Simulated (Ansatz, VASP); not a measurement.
# Ru (Ruthenium): VASP beside Ansatz, part 2 of 2

One calculation is typed for both programs; each brings its own data sets. How far apart do they land? The cell is taken from a series of runs on this material, whose earlier steps may have relaxed, scaled, displaced or heated it; both programs get it as it stands.

VASP 6.6.1 and Ansatz 0.2.0.

So far: Starting point; Ansatz: zone-centre phonons, LDA; VASP: zone-centre phonons, LDA.

## Step 3: VASP: zone-centre phonons, LDA (continued)

Level of this step: LDA; plane waves and PAW (Ru_pv) (VASP).

Numbers of over 12 decimals in the logs are rounded to 6 here.

OUTCAR, selected parts (step 3):

```text
ion  position               nearest neighbor table
   1  0.333  0.667  0.250-   2 2.62   2 2.62   2 2.62   2 2.62   2 2.62   2 2.62
   2  0.667  0.333  0.750-   1 2.62   1 2.62   1 2.62   1 2.62   1 2.62   1 2.62

  LATTYP: Found a hexagonal cell.
 ALAT       =     2.7551515548
 C/A-ratio  =     1.5067608605

 Subroutine GETGRP returns: Found 24 space group operations
 (whereof 12 operations were pure point group operations)

The static configuration has the point symmetry D_3d.
 The point group associated with its full space group is D_6h.

 Found    259 irreducible k-points:

   k-points           NKPTS =    259   k-points in BZ     NKDIM =    259   number of bands    NBANDS=     20

   dimension x,y,z NGX =    20 NGY =   20 NGZ =   30
   dimension x,y,z NGXF=    40 NGYF=   40 NGZF=   60

   ENCUT  =  500.0 eV  36.75 Ry    6.06 a.u.   5.02  5.02  7.57*2*pi/ulx,y,z

   NELECT =      28.0000    total number of electrons

 k-points in reciprocal lattice and weights: Automatic mesh
   0.00000000  0.00000000  0.00000000       0.000
   0.05555556  0.00000000  0.00000000       0.002
   0.11111111  0.00000000  0.00000000       0.002
   0.16666667  0.00000000  0.00000000       0.002
   0.22222222  0.00000000  0.00000000       0.002
   0.27777778  0.00000000  0.00000000       0.002
   0.33333333  0.00000000  0.00000000       0.002
   0.38888889  0.00000000  0.00000000       0.002
   0.44444444  0.00000000  0.00000000       0.002
[...]
0.33333333  0.27777778  0.50000000       0.003
   0.33333333  0.33333333  0.50000000       0.001

 average (electrostatic) potential at core
       1 -67.5534       2 -67.5534

  Total       -3.0558380     -3.0558380      0.1500134      0.0000000      0.0000000     -0.0000000
  in kB     -179.4029032   -179.4029032      8.8070233      0.0000000      0.0000000     -0.0000000
  external PRESSURE =    -116.6662611 kB  Pullay stress =       0.0000000 kB

  energy-cutoff  :      500.00
  volume of cell :       27.29
      direct lattice vectors                 reciprocal lattice vectors
     2.755151555  0.000000000  0.000000000     0.362956440  0.209552998  0.000000000
    -1.377575777  2.386031238  0.000000000     0.000000000  0.419105997  0.000000000
     0.000000000  0.000000000  4.151354528     0.000000000  0.000000000  0.240885232

 POSITION                                       TOTAL-FORCE (eV/Angst)
 -----------------------------------------------------------------------------------
     -0.00000      1.59069      1.03784         0.000000     -0.000000      0.000000
      1.37758      0.79534      3.11352        -0.000000      0.000000      0.000000
 -----------------------------------------------------------------------------------
    total drift:                               -0.000000      0.000000     -0.000000

 Eigenvectors and eigenvalues of the dynamical matrix
 ----------------------------------------------------

   1 f  =    8.409450 THz    52.838131 2PiTHz  280.509051 cm-1    34.778674 meV
             X         Y         Z           dx          dy          dz
     -0.000000  1.590687  1.037839     0.000000    0.000000    0.707107
      1.377576  0.795344  3.113516     0.000000   -0.000000   -0.707107

   2 f  =    6.266644 THz    39.374484 2PiTHz  209.032738 cm-1    25.916745 meV
             X         Y         Z           dx          dy          dz
     -0.000000  1.590687  1.037839     0.707107   -0.000001    0.000000
      1.377576  0.795344  3.113516    -0.707107    0.000001   -0.000000

   3 f  =    6.266644 THz    39.374484 2PiTHz  209.032738 cm-1    25.916745 meV
             X         Y         Z           dx          dy          dz
     -0.000000  1.590687  1.037839    -0.000001   -0.707107    0.000000
      1.377576  0.795344  3.113516     0.000001    0.707107   -0.000000

   4 f  =    0.000000 THz     0.000001 2PiTHz    0.000003 cm-1     0.000000 meV
             X         Y         Z           dx          dy          dz
     -0.000000  1.590687  1.037839     0.016172    0.088305   -0.701385
      1.377576  0.795344  3.113516     0.016172    0.088305   -0.701385

   5 f/i=    0.000000 THz     0.000000 2PiTHz    0.000001 cm-1     0.000000 meV
             X         Y         Z           dx          dy          dz
     -0.000000  1.590687  1.037839    -0.673325   -0.211786   -0.042189
      1.377576  0.795344  3.113516    -0.673325   -0.211786   -0.042189

   6 f/i=    0.000000 THz     0.000001 2PiTHz    0.000003 cm-1     0.000000 meV
             X         Y         Z           dx          dy          dz
     -0.000000  1.590687  1.037839     0.215341   -0.668841   -0.079242
      1.377576  0.795344  3.113516     0.215341   -0.668841   -0.079242

 ELASTIC MODULI CONTR FROM IONIC RELAXATION (kBar)
 Direction    XX          YY          ZZ          XY          YZ          ZX
 --------------------------------------------------------------------------------
 XX         -42.2688     42.2688      0.0000     -0.0000      0.0000     -0.0000
 YY          42.2688    -42.2688      0.0000      0.0000      0.0000     -0.0000
 ZZ           0.0000      0.0000      0.0000      0.0000      0.0000      0.0000
 XY          -0.0000      0.0000      0.0000    -42.2688      0.0000      0.0000
 YZ           0.0000      0.0000      0.0000      0.0000      0.0000      0.0000
 ZX          -0.0000     -0.0000      0.0000      0.0000      0.0000     -0.0000
 --------------------------------------------------------------------------------
```

## Step 4: Comparison

Known differences besides the potentials themselves: the two LDA forms differ slightly; the data sets hold 32 valence electrons in Ansatz (on its PAW soft_1 files) and 28 in VASP; the cutoff is 420 eV in Ansatz and 500 eV in VASP; VASP's log shows a relativistic correction to its local exchange, Ansatz's none. Total energies have different zeros and are not compared.

The two programs side by side:

| quantity | Ansatz | VASP | difference |
| --- | --- | --- | --- |
| optical mode 1 to 2 (cm⁻¹) | 208.6 | 209.0 | -0.20 % |
| optical mode 3 (cm⁻¹) | 278.2 | 280.5 | -0.82 % |

Modes are paired by rising frequency, not by their patterns, so a pair may set unlike modes beside each other; they are those without the splitting of longitudinal modes.

## Step 5: Summary of results

```
r.m.s. difference of the optical zone-centre modes, each program's sorted by frequency (zone-centre phonons, LDA) : 1.4 cm⁻¹
difference in optical mode 3 (zone-centre phonons, LDA)                                                           : -0.8 %
```

The r.m.s. difference of the optical zone-centre modes, each program's sorted by frequency is 1.4 cm⁻¹ (zone-centre phonons, LDA). The data sets hold unlike numbers of valence electrons (32 in Ansatz and 28 in VASP), so part of the differences comes from the potentials. Among the rows given in per cent, the largest difference of the zone-centre phonons, LDA pair is in optical mode 3, -0.8 %. How closely two codes agree says nothing of how well the functional describes the real material.

[Lines on the potential files, build, host, timing and source positions are cut from VASP's logs without a mark.]

[Logs are printed without paths, hosts, clocks, repeated set-up lines and the standing remarks that a program may print on its own settings, such as how far it seeks lower states.]

[Hosts, paths, dates, database ids (printed as entryN), source tags and the programs' standing remarks are cut or masked in the printed files.]
